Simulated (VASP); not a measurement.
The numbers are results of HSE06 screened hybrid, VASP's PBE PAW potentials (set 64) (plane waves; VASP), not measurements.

Input for VASP

**INCAR**
```
! general
SYSTEM   = B31N31O
PREC     = Normal
ENCUT    = 400
LREAL    = Auto
LASPH    = .TRUE.
ISYM     = 0

! electronic loop
EDIFF    = 1E-5
NELM     = 50
NELMIN   = 4
ALGO     = Normal

! smearing
ISMEAR   = 0
SIGMA    = 0.05

! functional
GGA      = PE
LHFCALC  = .TRUE.
AEXX     = 0.25
HFSCREEN = 0.2
PRECFOCK = Fast

! spin
ISPIN    = 2
MAGMOM   = 63*0.0317
NUPDOWN  = 2

! ions
ISIF     = 0

! output
LWAVE    = .FALSE.
LCHARG   = .FALSE.
LORBIT   = 10
```

POSCAR:
```
B31N31O
7.2488850
  0.9999999760   0.0000000000   0.0000000000
  0.0000000000   0.9999999760   0.0000000000
  0.0000000000   0.0000000000   0.9999999760
B N O
31 31 1
direct
  0.5006190206   0.0010945872   0.0005220112
  0.7475831143   0.2498366062   0.0016425553
  0.7476393856   0.0021550507   0.2493441056
  0.0006391858   0.0000004379   0.9995392572
  0.2513606884   0.2502372588   0.0005258897
  0.5000805232   0.4972137251   0.0016784293
  0.7504580406   0.7495875359   0.9995252109
  0.2514728419   0.0010695622   0.2496915864
  0.7522218534   0.5019682792   0.2504316893
  0.5002230948   0.0023550650   0.4966165618
  0.7522380300   0.2510118492   0.5013910760
  0.7504393223   0.0000625896   0.7491094090
  0.9999273151   0.5000702763   0.9995012551
  0.2504216257   0.7502142984   0.9995690221
  0.0005586084   0.2499869231   0.2494821319
  0.2524142868   0.4972978053   0.2493190584
  0.5003313509   0.7502392411   0.2495065020
  0.0000489121   0.0001373354   0.4995952110
  0.2525900538   0.2499717903   0.4965956650
  0.5012233313   0.5020318843   0.5013276598
  0.7502655655   0.7510312984   0.4994579162
  0.2505000531   0.0001471250   0.7497048663
  0.5003157216   0.2501220629   0.7496386499
  0.7501894003   0.4999982323   0.7504600153
  0.0004797392   0.7500539972   0.2499303891
  0.0012514820   0.5000097400   0.4995223265
  0.2503966833   0.7496778050   0.4996048177
  0.0003940326   0.2504478120   0.7495207082
  0.2503422886   0.5001572305   0.7490805086
  0.5006874472   0.7501165236   0.7495405686
  0.0004568012   0.7500996296   0.7495778624
  0.6353604334   0.1132056157   0.1127116413
  0.8736654271   0.3748808574   0.1263722295
  0.8737199152   0.1269682322   0.3743961509
  0.1249742989   0.1250040247   0.1245357136
  0.3635421433   0.3849018621   0.1127928656
  0.6251815977   0.6232921960   0.1264274050
  0.8762788709   0.8737508818   0.1237586388
  0.3637326166   0.1135026470   0.3842377642
  0.8761580616   0.6259002270   0.3747346746
  0.6252650704   0.1270401887   0.6227837956
  0.8760951669   0.3752483925   0.6253408653
  0.8762793082   0.1242315853   0.8732546970
  0.1241198925   0.6259396183   0.1237094054
  0.3754050537   0.8747137610   0.1244853768
  0.1256866178   0.3749036475   0.3742901291
  0.3772465526   0.6234374854   0.3743512242
  0.6252184171   0.8754948923   0.3742872161
  0.1241972249   0.1243469257   0.6253248127
  0.3772604179   0.3749728848   0.6227149502
  0.6255468007   0.6259049919   0.6253038514
  0.8751366305   0.8751250135   0.6242470568
  0.3753947906   0.1250885813   0.8741666909
  0.6251019803   0.3748551077   0.8748734267
  0.8750744851   0.6247422417   0.8745073639
  0.1236502897   0.8733097001   0.3748477171
  0.1253103725   0.6248343805   0.6242758646
  0.3746006180   0.8739684513   0.6253399906
  0.1235255814   0.3753698684   0.8727154850
  0.3745399607   0.6259199857   0.8732762247
  0.6257324485   0.8733059878   0.8727427802
  0.1252233673   0.8748903668   0.8743643759
  0.6371937886   0.3869608404   0.3863317006
```

### KPOINTS
```
kpoints
0
G
  1 1 1
0 0 0
```

POTCAR, in this order: B N O (PBE.64 set). Program: vasp_gam. Read from the step before: WAVECAR.

What VASP printed:

### OUTCAR
```
 ion  position               nearest neighbor table
   1  0.501  0.001  0.001-  32 1.51  45 1.57  53 1.57  61 1.59
   2  0.748  0.250  0.002-  32 1.51  54 1.57  33 1.57  43 1.60
   3  0.748  0.002  0.249-  32 1.51  48 1.57  34 1.57  38 1.60
   4  0.001  0.000  1.000-  35 1.57  38 1.57  62 1.57  43 1.57
   5  0.251  0.250  0.001-  36 1.51  53 1.57  35 1.57  59 1.59
   6  0.500  0.497  0.002-  36 1.51  54 1.57  37 1.57  60 1.60
   7  0.750  0.750  1.000-  38 1.57  55 1.57  61 1.57  37 1.58
   8  0.251  0.001  0.250-  39 1.51  45 1.57  35 1.57  56 1.59
   9  0.752  0.502  0.250-  63 1.54  40 1.56  37 1.56  33 1.56
  10  0.500  0.002  0.497-  39 1.51  48 1.57  41 1.57  58 1.60
  11  0.752  0.251  0.501-  63 1.54  42 1.56  41 1.56  34 1.56
  12  0.750  0.000  0.749-  43 1.57  52 1.57  61 1.57  41 1.58
  13  1.000  0.500  1.000-  44 1.57  55 1.57  59 1.57  33 1.58
  14  0.250  0.750  1.000-  45 1.57  60 1.57  44 1.57  62 1.57
  15  0.001  0.250  0.249-  35 1.57  34 1.57  46 1.57  33 1.57
  16  0.252  0.497  0.249-  36 1.51  46 1.57  47 1.57  44 1.60
  17  0.500  0.750  0.250-  45 1.57  47 1.57  37 1.57  48 1.57
  18  0.000  0.000  0.500-  49 1.57  52 1.57  56 1.57  34 1.58
  19  0.253  0.250  0.497-  39 1.51  46 1.57  50 1.57  49 1.60
  20  0.501  0.502  0.501-  63 1.54  51 1.56  47 1.56  50 1.56
  21  0.750  0.751  0.499-  52 1.56  48 1.57  51 1.57  40 1.57
  22  0.251  0.000  0.750-  53 1.57  58 1.57  49 1.57  62 1.57
  23  0.500  0.250  0.750-  53 1.57  54 1.57  50 1.57  41 1.57
  24  0.750  0.500  0.750-  55 1.56  54 1.57  51 1.57  42 1.57
...
```

OSZICAR:
```
       N       E                     dE             d eps       ncg     rms          rms(c)
DAV:   1    -0.635263669458E+03   -0.63526E+03   -0.79929E+00   640   0.844E+00    0.273E+00
DAV:   2    -0.635320087868E+03   -0.56418E-01   -0.23884E-01   720   0.126E+00    0.175E+00
DAV:   3    -0.635303607668E+03    0.16480E-01   -0.44581E-02   752   0.626E-01    0.982E-01
DAV:   4    -0.635299443229E+03    0.41644E-02   -0.96523E-03   752   0.270E-01    0.588E-01
DAV:   5    -0.635297817250E+03    0.16260E-02   -0.11891E-03   720   0.954E-02    0.334E-01
DAV:   6    -0.635297294541E+03    0.52271E-03   -0.49854E-04   712   0.645E-02    0.178E-01
DAV:   7    -0.635297148337E+03    0.14620E-03   -0.11018E-04   712   0.326E-02    0.961E-02
DAV:   8    -0.635297102291E+03    0.46046E-04   -0.30130E-05   512   0.191E-02    0.536E-02
DAV:   9    -0.635297089647E+03    0.12644E-04   -0.14761E-05   448   0.124E-02    0.290E-02
DAV:  10    -0.635297086405E+03    0.32421E-05   -0.34300E-06   416   0.559E-03
   1 F= -.63529709E+03 E0= -.63529709E+03  d E =-.366074E-12  mag=     2.0000
```

File OUTCAR:
```
------------------------ aborting loop because EDIFF is reached ----------------------------------------
  volume of cell :      380.90
      direct lattice vectors                 reciprocal lattice vectors
     7.248884826  0.000000000  0.000000000     0.137952254  0.000000000  0.000000000
     0.000000000  7.248884826  0.000000000     0.000000000  0.137952254  0.000000000
     0.000000000  0.000000000  7.248884826     0.000000000  0.000000000  0.137952254
  FREE ENERGIE OF THE ION-ELECTRON SYSTEM (eV)
  ---------------------------------------------------
  free  energy   TOTEN  =      -635.2970864050 eV

  energy  without entropy=     -635.2970864050  energy(sigma->0) =     -635.29708641

  exchange ACFDT corr.  =         0.00000000  see jH, gK, PRB 81, 115126

 total charge

# of ion       s       p       d       tot
------------------------------------------
    1        0.679   1.359   0.000   2.039
    2        0.678   1.353   0.000   2.031
    3        0.678   1.353   0.000   2.031
    4        0.675   1.344   0.000   2.019
    5        0.679   1.359   0.000   2.038
    6        0.678   1.353   0.000   2.031
    7        0.673   1.335   0.000   2.008
    8        0.679   1.359   0.000   2.038
    9        0.670   1.316   0.000   1.985
   10        0.678   1.352   0.000   2.031
   11        0.670   1.316   0.000   1.986
   12        0.673   1.335   0.000   2.008
   13        0.673   1.335   0.000   2.008
   14        0.675   1.344   0.000   2.019
   15        0.675   1.345   0.000   2.019
   16        0.678   1.353   0.000   2.031
   17        0.674   1.345   0.000   2.019
   18        0.673   1.335   0.000   2.008
   19        0.678   1.353   0.000   2.031
   20        0.670   1.316   0.000   1.986
   21        0.675   1.342   0.000   2.016
   22        0.675   1.344   0.000   2.019
   23        0.674   1.345   0.000   2.019
   24        0.675   1.342   0.000   2.017
   25        0.682   1.359   0.000   2.041
   26        0.674   1.342   0.000   2.016
   27        0.673   1.335   0.000   2.008
   28        0.682   1.359   0.000   2.041
   29        0.673   1.335   0.000   2.008
   30        0.681   1.358   0.000   2.040
   31        0.673   1.338   0.000   2.012
   32        1.254   2.614   0.000   3.868
   33        1.226   2.714   0.000   3.941
   34        1.226   2.714   0.000   3.941
   35        1.227   2.716   0.000   3.943
   36        1.254   2.614   0.000   3.868
   37        1.226   2.714   0.000   3.941
   38        1.231   2.700   0.000   3.930
   39        1.254   2.614   0.000   3.868
   40        1.229   2.724   0.000   3.953
   41        1.226   2.714   0.000   3.941
   42        1.229   2.724   0.000   3.953
   43        1.231   2.700   0.000   3.930
   44        1.231   2.700   0.000   3.931
   45        1.227   2.716   0.000   3.943
   46        1.227   2.719   0.000   3.946
   47        1.226   2.715   0.000   3.941
   48        1.227   2.719   0.000   3.947
   49        1.231   2.700   0.000   3.930
   50        1.226   2.714   0.000   3.941
   51        1.229   2.724   0.000   3.953
   52        1.228   2.719   0.000   3.947
   53        1.227   2.716   0.000   3.943
   54        1.227   2.719   0.000   3.946
   55        1.228   2.720   0.000   3.948
   56        1.229   2.709   0.000   3.938
   57        1.228   2.720   0.000   3.948
   58        1.231   2.700   0.000   3.930
   59        1.229   2.709   0.000   3.938
   60        1.231   2.700   0.000   3.931
   61        1.229   2.709   0.000   3.938
   62        1.228   2.718   0.000   3.946
   63        1.573   3.703   0.000   5.276
--------------------------------------------------
tot         60.672 129.168   0.000 189.840

 magnetization (x)

# of ion       s       p       d       tot
------------------------------------------
    1       -0.004  -0.012   0.000  -0.015
    2       -0.004  -0.009   0.000  -0.013
    3       -0.004  -0.009   0.000  -0.013
    4       -0.001  -0.003   0.000  -0.004
    5       -0.004  -0.012   0.000  -0.015
    6       -0.004  -0.009   0.000  -0.012
    7       -0.001  -0.002   0.000  -0.003
    8       -0.004  -0.012   0.000  -0.015
    9       -0.000  -0.000   0.000  -0.000
   10       -0.004  -0.009   0.000  -0.012
   11       -0.000  -0.000   0.000  -0.000
   12       -0.001  -0.002   0.000  -0.003
   13       -0.001  -0.002   0.000  -0.003
   14       -0.001  -0.003   0.000  -0.004
   15       -0.000  -0.001   0.000  -0.001
   16       -0.004  -0.009   0.000  -0.012
   17       -0.000  -0.001   0.000  -0.001
   18       -0.001  -0.002   0.000  -0.003
   19       -0.004  -0.009   0.000  -0.012
   20       -0.000  -0.000   0.000  -0.000
   21       -0.000  -0.001   0.000  -0.001
   22       -0.001  -0.003   0.000  -0.004
...
```
(Selected blocks of OUTCAR.)

**OUTCAR**
```
 val. band max:        6.4839853199   @ k =   0.0000   0.0000   0.0000

 cond. band min:       8.7625702003   @ k =   0.0000   0.0000   0.0000


 Fermi energy:         6.5682088018

 spin component 1

 k-point     1 :       0.0000    0.0000    0.0000
  band No.  band energies     occupation
      1     -16.7342      1.00000
      2     -15.4758      1.00000
      3     -13.7750      1.00000
      4     -13.7731      1.00000
      5     -13.7352      1.00000
      6     -13.7348      1.00000
      7     -13.5438      1.00000
      8     -13.0838      1.00000
      9     -12.0718      1.00000
     10     -12.0690      1.00000
     11     -11.9567      1.00000
     12     -11.9562      1.00000
     13     -11.9316      1.00000
     14     -11.9310      1.00000
     15     -11.8940      1.00000
     16     -11.8767      1.00000
     17     -11.8472      1.00000
     18     -11.8465      1.00000
     19     -11.6000      1.00000
     20     -11.4848      1.00000
     21     -11.2916      1.00000
     22     -11.2911      1.00000
     23     -11.1945      1.00000
     24     -10.1900      1.00000
     25      -9.8728      1.00000
     26      -9.8713      1.00000
     27      -9.7060      1.00000
     28      -9.5604      1.00000
     29      -9.5520      1.00000
     30      -9.5512      1.00000
     31      -9.5287      1.00000
     32      -9.5272      1.00000
     33      -5.3543      1.00000
     34      -5.3540      1.00000
     35      -5.3204      1.00000
     36      -5.1303      1.00000
     37      -3.6167      1.00000
     38      -3.6163      1.00000
     39      -3.3692      1.00000
     40      -2.6225      1.00000
     41      -2.6224      1.00000
     42      -2.2741      1.00000
     43      -2.2240      1.00000
     44      -2.2232      1.00000
     45      -2.2045      1.00000
     46      -2.0895      1.00000
     47      -2.0884      1.00000
     48      -2.0589      1.00000
     49      -2.0587      1.00000
...
```

The supercell is sampled at Γ alone, which is coarse: total energies, pressure and levels can be off, energies of defects by several tenths of an eV.

The cell is a supercell with a defect, built from BN (zinc blende): O_N-vac_B. The cell's shape comes from a PBE relaxation.
